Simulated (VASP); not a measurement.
All values below come from PBEsol GGA, VASP's PBE PAW potentials (set 64) (plane waves; VASP 6.6.1).

The input files of a VASP run:

### POSCAR
```
AuZn
1
    3.1289641292     0.0000000000     0.0000000000
    0.0000000000     3.1289641292     0.0000000000
    0.0000000000     0.0000000000     3.1289641292
Zn Au
1 1
Direct
  0.5000000000   0.5000000000   0.5000000000
  0.0000000000   0.0000000000   0.0000000000
```

**INCAR**
```
SYSTEM = AuZn
PREC = Normal
ENCUT = 400
EDIFF = 1E-5
NELM = 100
ALGO = Fast
LREAL = .FALSE.
LASPH = .TRUE.
ISMEAR = 1
SIGMA = 0.1
GGA = PS
LMAXMIX = 6
LWAVE = .FALSE.
LCHARG = .FALSE.
NELMIN = 4
IBRION = 2
ISIF = 2
NSW = 20
EDIFFG = -0.03
```

**KPOINTS**
```
K-points
0
Gamma
  13 13 13
```

POTCAR, in this order: Zn Au (PBE.64 set). Program: vasp_std.

Output

**OUTCAR**
```
 ion  position               nearest neighbor table
   1  0.500  0.500  0.500-   2 2.71   2 2.71   2 2.71   2 2.71   2 2.71   2 2.71   2 2.71   2 2.71
  LATTYP: Found a simple cubic cell.
 ALAT       =     3.1289641292
 Subroutine PRICEL returns:
 Original cell was already a primitive cell.
 Subroutine GETGRP returns: Found 48 space group operations
The static configuration has the point symmetry O_h .
The dynamic configuration has the point symmetry O_h .
 Subroutine INISYM returns: Found 48 space group operations
 Subroutine IBZKPT returns following result:
 Found     84 irreducible k-points:

 Following reciprocal coordinates:
            Coordinates               Weight
  0.000000  0.000000  0.000000      1.000000
  0.076923  0.000000  0.000000      6.000000
  0.153846  0.000000  0.000000      6.000000
  0.230769  0.000000  0.000000      6.000000
  0.307692  0.000000  0.000000      6.000000
  0.384615  0.000000  0.000000      6.000000
  0.461538  0.000000  0.000000      6.000000
  0.076923  0.076923  0.000000     12.000000
  0.153846  0.076923  0.000000     24.000000
  0.230769  0.076923  0.000000     24.000000
  0.307692  0.076923  0.000000     24.000000
  0.384615  0.076923  0.000000     24.000000
  0.461538  0.076923  0.000000     24.000000
  0.153846  0.153846  0.000000     12.000000
  0.230769  0.153846  0.000000     24.000000
  0.307692  0.153846  0.000000     24.000000
  0.384615  0.153846  0.000000     24.000000
  0.461538  0.153846  0.000000     24.000000
  0.230769  0.230769  0.000000     12.000000
  0.307692  0.230769  0.000000     24.000000
  0.384615  0.230769  0.000000     24.000000
  0.461538  0.230769  0.000000     24.000000
  0.307692  0.307692  0.000000     12.000000
  0.384615  0.307692  0.000000     24.000000
  0.461538  0.307692  0.000000     24.000000
...
```

**OSZICAR**
```
       N       E                     dE             d eps       ncg     rms          rms(c)
DAV:   1     0.107250107577E+03    0.10725E+03   -0.10135E+04  2616   0.166E+03
DAV:   2    -0.335616160587E+01   -0.11061E+03   -0.10703E+03  2667   0.303E+02
DAV:   3    -0.650793228917E+01   -0.31518E+01   -0.31433E+01  3003   0.613E+01
DAV:   4    -0.652629630202E+01   -0.18364E-01   -0.18363E-01  2933   0.408E+00
DAV:   5    -0.652652953858E+01   -0.23324E-03   -0.23324E-03  3136   0.465E-01    0.920E+00
RMM:   6    -0.598448724834E+01    0.54204E+00   -0.14883E+00  2520   0.127E+01    0.573E+00
RMM:   7    -0.595791920295E+01    0.26568E-01   -0.95583E-02  2520   0.277E+00    0.295E+00
RMM:   8    -0.594903520586E+01    0.88840E-02   -0.16604E-02  2520   0.114E+00    0.251E-01
RMM:   9    -0.594813216530E+01    0.90304E-03   -0.34274E-03  2529   0.758E-01    0.820E-02
RMM:  10    -0.594815587852E+01   -0.23713E-04   -0.12864E-03  2523   0.292E-01    0.932E-02
RMM:  11    -0.594811464061E+01    0.41238E-04   -0.27010E-04  2296   0.142E-01    0.235E-02
RMM:  12    -0.594811611348E+01   -0.14729E-05   -0.39321E-05  1794   0.569E-02
   1 F= -.59481161E+01 E0= -.59477877E+01  d E =-.594812E+01
```

OUTCAR:
```
------------------------ aborting loop because EDIFF is reached ----------------------------------------
  FORCE on cell =-STRESS in cart. coord.  units (eV):
  Direction    XX          YY          ZZ          XY          YZ          ZX
  --------------------------------------------------------------------------------------
  Total       -0.0268880     -0.0268880     -0.0268880     -0.0000000      0.0000000     -0.0000000
  in kB       -1.4062664     -1.4062664     -1.4062664     -0.0000000      0.0000000     -0.0000000
  external PRESSURE =      -1.4062664 kB  Pullay stress =       0.0000000 kB
  volume of cell :       30.63
      direct lattice vectors                 reciprocal lattice vectors
     3.128964129  0.000000000  0.000000000     0.319594587  0.000000000  0.000000000
     0.000000000  3.128964129  0.000000000     0.000000000  0.319594587  0.000000000
     0.000000000  0.000000000  3.128964129     0.000000000  0.000000000  0.319594587
 POSITION                                       TOTAL-FORCE (eV/Angst)
 -----------------------------------------------------------------------------------
      1.56448      1.56448      1.56448         0.000000      0.000000      0.000000
      0.00000      0.00000      0.00000         0.000000      0.000000      0.000000
 -----------------------------------------------------------------------------------
    total drift:                                0.000000      0.000000      0.000000
  FREE ENERGIE OF THE ION-ELECTRON SYSTEM (eV)
  ---------------------------------------------------
  free  energy   TOTEN  =        -5.9481161135 eV

  energy  without entropy=       -5.9471309352  energy(sigma->0) =       -5.94778772

 reached required accuracy - stopping structural energy minimisation
```
(Selected blocks of OUTCAR.)

The compound is AuZn in the CsCl type structure. It was relaxed first. The electron count is odd and the run is not spin-polarised, which forces a metal.
